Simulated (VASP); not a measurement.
BaZrO₃ (cubic perovskite): computed properties

All values below come from PBEsol GGA, VASP's PBE PAW potentials (set 64) (plane waves; VASP).

For BaZrO3, the space group is Pm-3m (221) and the cell is a = b = c = 4.190 Å, α = β = γ = 90.00°. The volume per atom comes out as 14.71 Å³/atom and the band gap (over mesh and band path) comes out as 3.11 eV. The smallest direct gap (over mesh and band path) is 3.33 eV and the band-edge character without spin-orbit coupling comes out as indirect, R to Γ. The band gap with spin-orbit coupling is 3.07 eV, the density is 6.24 g/cm³ and the mean ε∞ (DFPT) is 4.98. The mean ε∞ (independent particles) is 5.07.

BaZrO₃ is taken in the cubic space group Pm-3m (No. 221), the cubic perovskite structure, Pearson symbol cP5. Conventional cell: a = 4.1900 Å, b = 4.1900 Å, c = 4.1900 Å, α = 90.00°, β = 90.00°, γ = 90.00°. Ba on 1a is coordinated by 12 O at 2.963 Å (cuboctahedral). Zr on 1b is surrounded by 6 O at 2.095 Å (octahedral). O on 3c is surrounded by 2 Zr at 2.095 Å and 4 Ba at 2.963 Å (octahedral). (Neighbours: up to the widest gap in distance over summed covalent radii, below 1.35, at either atom; cation-cation and far metal-metal contacts left out.)

Measured: a 4.191 Å (computed value off by -0.0 %), as given by Evaestov et al., (2010), arXiv:1010.1170. The calculation is for a static lattice, while the measured a holds thermal and zero-point effects, which are part of the difference. Unless said otherwise, spin-orbit coupling is left out, though it shifts the bands of the heavy elements here.

The compound is BaZrO3 in the cubic perovskite structure. The cell was not relaxed at this level.
